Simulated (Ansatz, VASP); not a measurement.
## Two plane-wave programs on HfOs

```
CELL_PARAMETERS angstrom
3.20016 0.00000 0.00000
0.00000 3.20016 0.00000
0.00000 0.00000 3.20016
ATOMIC_POSITIONS crystal
Hf 0.00000 0.00000 0.00000
Os 0.50000 0.50000 0.50000
```

Alike in both runs: functional LDA; k mesh 14 × 14 × 14; occupations gaussian, width 0.1 eV; no spin polarisation.

Ansatz relaxed the structure, and its values are those at the end. VASP's run is a single point on that final structure, the one shown.

```csv
,VASP,Ansatz
version,VASP 6.6.1,Ansatz 0.2.0
potentials or method,"VASP PAW LDA potentials, release 64 (Hf_pv, Os)","scalar-relativistic, plane waves, PAW"
plane-wave cutoff (eV),520,420
valence electrons in the cell,18,42
```

```tsv
	VASP	Ansatz	Ansatz less VASP
gap on the k mesh at the Fermi level (eV)	none	none	-
pressure (GPa)	-0.3	0.0	+0.26
```

A gap of «none» marks a metal or a gap that the smearing closes. The two sets of potentials don't hold the same shells in valence.

Spin-orbit coupling is left out, which matters for the levels of Hf, Os.
